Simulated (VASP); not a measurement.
A VASP calculation is set up with these files.

**POSCAR**
```
Al2In2As4
5.9443510
  1.0000000106   0.0000000000   0.0000000000
  0.0000000000   1.0000000106   0.0000000000
  0.0000000000   0.0000000000   1.0026604227
In As Al
2 4 2
Cartesian
  0.0000000000   0.0000000000   0.0000000000
  0.5000000053   0.5000000053   0.0000000000
  0.2500000027   0.2500000027   0.2726577211
  0.7500000080   0.7500000080   0.2726577211
  0.7500000080   0.2500000027   0.7300027016
  0.2500000027   0.7500000080   0.7300027016
  0.5000000053   0.0000000000   0.5013302113
  0.0000000000   0.5000000053   0.5013302113
```

### INCAR
```
! general
SYSTEM   =  Al2In2As4
PREC     =  Accurate
ENCUT    =  400
LREAL    =  .False.
LASPH    =  .True.

! electronic loop
EDIFF    =  1E-6
NELM     =  100
ALGO     =  Normal
LMAXMIX  =  4

! smearing
ISMEAR   =  0
SIGMA    =  0.05

! functional
GGA      =  PE

! output
LWAVE    =  .True.
LCHARG   =  .False.
```

### KPOINTS
```
Automatic
0
Gamma
4 4 4
```

POTCAR, in this order: In_d As Al (PBE.64 set). Program: vasp_std.

Q: Translate this PBE calculation to Quantum ESPRESSO's pw.x.

A: One equivalent input (not run):
```
&CONTROL
  calculation = 'scf'
  pseudo_dir = './pseudo'
  outdir = './out'
  tprnfor = .true.
  tstress = .true.
/
&SYSTEM
  ibrav = 0
  nat = 8
  ntyp = 3
  ecutwfc = 84
  occupations = 'smearing'
  smearing = 'gaussian'
  degauss = 0.003675
  input_dft = 'pbe'
/
&ELECTRONS
  conv_thr = 7.3e-08
  electron_maxstep = 100
/
ATOMIC_SPECIES
  In 114.818 In.upf
  As 74.922 As.upf
  Al 26.982 Al.upf
CELL_PARAMETERS angstrom
     5.9443511    0.0000000    0.0000000
     0.0000000    5.9443511    0.0000000
     0.0000000    0.0000000    5.9601655
ATOMIC_POSITIONS crystal
  In   0.0000000  0.0000000  0.0000000
  In   0.5000000  0.5000000  0.0000000
  As   0.2500000  0.2500000  0.2719343
  As   0.7500000  0.7500000  0.2719343
  As   0.7500000  0.2500000  0.7280657
  As   0.2500000  0.7500000  0.7280657
  Al   0.5000000  0.0000000  0.5000000
  Al   0.0000000  0.5000000  0.5000000
K_POINTS automatic
  4 4 4 0 0 0
```
The two are equivalent in intent, not identical: the potentials are each code's own (VASP's PAW set, PseudoDojo norm-conserving files in pw.x), so ENCUT and ecutwfc are chosen apart and not converted; conv_thr bounds pw.x's estimated SCF error, while EDIFF bounds the energy change between steps.

The structure was generated: Al2In2As4 was put into an ordered model structure (P-4m2), which need not be its known phase. It was relaxed first.
